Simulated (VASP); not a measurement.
Calculation: PBE GGA, VASP's PBE PAW potentials (set 64) (plane waves; VASP 6.6.1).

VASP ran on this input.

### KPOINTS
```
K-points
0
Gamma
 14 14 8
0 0 0
```

**INCAR**
```
NELM = 100   ! most electronic steps
LMAXMIX = 4
GGA = PE   ! PBE
ISMEAR = 1   ! Methfessel-Paxton
ISIF = 2   ! forces and stress, cell fixed
SYSTEM = Ti
LCHARG = .FALSE.
SIGMA = 0.1
EDIFF = 1E-7   ! SCF stop (eV)
ENCUT = 480
ALGO = Normal   ! blocked Davidson
LASPH = .TRUE.
LWAVE = .FALSE.
PREC = Accurate
LREAL = .FALSE.
```

POSCAR:
```
Ti
1
    1.4642234499    -2.5361094665     0.0000000000
    1.4642234499     2.5361094665     0.0000000000
    0.0000000000     0.0000000000     4.6422583539
Ti
2
Direct
  0.3333330000   0.6666670000   0.2500000000
  0.6666670000   0.3333330000   0.7500000000
```

POTCAR, in this order: Ti_sv (PBE.64 set). Program: vasp_std.

The resulting files:

**OSZICAR**
```
       N       E                     dE             d eps       ncg     rms          rms(c)
DAV:   1     0.243658661115E+03    0.24366E+03   -0.13252E+04  3840   0.179E+03
DAV:   2     0.107805384655E+02   -0.23288E+03   -0.23162E+03  3936   0.486E+02
DAV:   3    -0.165486407550E+02   -0.27329E+02   -0.27148E+02  7592   0.135E+02
DAV:   4    -0.176638943749E+02   -0.11153E+01   -0.11152E+01  3936   0.287E+01
DAV:   5    -0.177283085047E+02   -0.64414E-01   -0.64413E-01  6344   0.473E+00    0.119E+01
DAV:   6    -0.156650943619E+02    0.20632E+01   -0.77792E+00  4520   0.326E+01    0.304E+00
DAV:   7    -0.156521512328E+02    0.12943E-01   -0.80646E-01  5752   0.767E+00    0.204E+00
DAV:   8    -0.156802234308E+02   -0.28072E-01   -0.21857E-01  4512   0.621E+00    0.694E-01
DAV:   9    -0.156712752672E+02    0.89482E-02   -0.52104E-02  4552   0.264E+00    0.633E-02
DAV:  10    -0.156715300770E+02   -0.25481E-03   -0.24906E-03  6160   0.405E-01    0.840E-02
DAV:  11    -0.156715585783E+02   -0.28501E-04   -0.15800E-04  4728   0.118E-01    0.285E-02
DAV:  12    -0.156715469375E+02    0.11641E-04   -0.37280E-05  5104   0.524E-02    0.479E-03
DAV:  13    -0.156715485624E+02   -0.16250E-05   -0.76880E-07  4592   0.908E-03    0.867E-04
DAV:  14    -0.156715494667E+02   -0.90423E-06   -0.15152E-07  3288   0.296E-03    0.471E-04
DAV:  15    -0.156715496073E+02   -0.14065E-06   -0.30507E-08  2384   0.169E-03    0.197E-04
DAV:  16    -0.156715496149E+02   -0.75988E-08   -0.94200E-09  2392   0.901E-04
   1 F= -.15671550E+02 E0= -.15672315E+02  d E =0.229651E-02
```

OUTCAR:
```
------------------------ aborting loop because EDIFF is reached ----------------------------------------
  FORCE on cell =-STRESS in cart. coord.  units (eV):
  Direction    XX          YY          ZZ          XY          YZ          ZX
  --------------------------------------------------------------------------------------
  Total        0.1326850      0.1326850      0.0928662      0.0000000      0.0000000      0.0000000
  in kB        6.1659198      6.1659201      4.3155253      0.0000000      0.0000000      0.0000000
  external PRESSURE =       5.5491217 kB  Pullay stress =       0.0000000 kB
  volume of cell :       34.48
      direct lattice vectors                 reciprocal lattice vectors
     1.464223450 -2.536109467  0.000000000     0.341477935 -0.197152373  0.000000000
     1.464223450  2.536109467  0.000000000     0.341477935  0.197152373  0.000000000
     0.000000000  0.000000000  4.642258354     0.000000000  0.000000000  0.215412397
 POSITION                                       TOTAL-FORCE (eV/Angst)
 -----------------------------------------------------------------------------------
      1.46422      0.84537      1.16056         0.000000     -0.000000      0.000000
      1.46422     -0.84537      3.48169        -0.000000      0.000000      0.000000
 -----------------------------------------------------------------------------------
    total drift:                               -0.000181      0.001062     -0.000018
  FREE ENERGIE OF THE ION-ELECTRON SYSTEM (eV)
  ---------------------------------------------------
  free  energy   TOTEN  =       -15.6715496149 eV

  energy  without entropy=      -15.6738461233  energy(sigma->0) =      -15.67231512
```
(Selected blocks of OUTCAR.)

The compound is Ti in the hcp structure. It was relaxed first.
